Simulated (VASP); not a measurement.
A run of VASP 6.6.1:

Contents of INCAR:

```
SYSTEM = Pb
PREC     = Accurate       ! precision mode
ENCUT    = 520            ! plane-wave cutoff, eV
EDIFF    = 1E-6           ! SCF threshold, eV
ISMEAR   = 0              ! smearing method
SIGMA    = 0.1            ! smearing width, eV
LREAL    = .False.        ! projectors in reciprocal space
LASPH    = .True.         ! aspherical terms in the spheres
NELM     = 80             ! most SCF steps
ALGO     = Normal         ! electronic algorithm
ISIF     = 2              ! what is computed and relaxed
LWAVE    = .False.        ! write WAVECAR
LCHARG   = .False.        ! write CHGCAR
GGA      = PS             ! functional
```

KPOINTS

```
Automatic mesh
0
Gamma
  14 14 14
  0 0 0
```

Contents of POSCAR:

```
Pb
1.0
    0.0000000000      2.4750200000      2.4750200000
    2.4750200000      0.0000000000      2.4750200000
    2.4750200000      2.4750200000      0.0000000000
Pb
1
Direct
    0.0000000000      0.0000000000      0.0000000000
```

Potentials or basis: VASP PAW PBE potentials, release 64 (Pb_d).

The run is started by

```bash
$ cat potpaw_PBE.64/Pb_d/POTCAR > POTCAR
$ mpirun -np 1 vasp_std > vasp.out
```

Hardware: 1 thread of Intel(R) Xeon(R) Platinum 8488C (Sapphire Rapids), with other jobs on the host.

Problem. Estimate the wall time of this run.

Solution. Wall time 32 s on 1 thread of Intel(R) Xeon(R) Platinum 8488C (Sapphire Rapids), with other jobs on the host, peak memory 0.17 GiB. Counts: scf iterations 10, k points 104.
